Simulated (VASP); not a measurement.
Consider the following.

```
PbSe
1.0
    0.00000     3.04992     3.04992
    3.04992     0.00000     3.04992
    3.04992     3.04992     0.00000
Pb Se
1 1
Cartesian
  0.00000   0.00000   0.00000
  3.04992   3.04992   3.04992
```

Level of theory: PBEsol GGA, VASP's PBE PAW potentials (set 64) (plane waves; VASP 6.6.1). Numerical set-up: 400 eV cut-off, Gaussian smearing of 0.050 eV, potentials Pb_d Se.

Unless said otherwise, spin-orbit coupling is left out, though it shifts the bands of the heavy elements here.

**Question.** Give the energies of bands 7 to 13 at the high-symmetry points, in eV from the valence-band maximum.

**Answer.** 
```csv
band,Γ,X,U,L,W
7,-6.32,-7.44,-8.12,-8.90,-8.09
8,-1.93,-5.12,-4.70,-1.51,-4.35
9,-1.93,-3.32,-2.80,-1.51,-4.35
10,-1.93,-3.32,-2.47,0.00,-0.81
11,4.69,3.53,3.34,0.17,1.82
12,4.69,5.62,4.00,1.62,4.89
13,4.69,5.62,5.41,1.62,4.89
```

The gap is direct, 0.17 eV, from the valence maximum at L to the conduction minimum at L.

The structure comes from a measured PbSe entry (Fm-3m) of the Crystallography Open Database, whose conditions weren't checked. It was relaxed first.
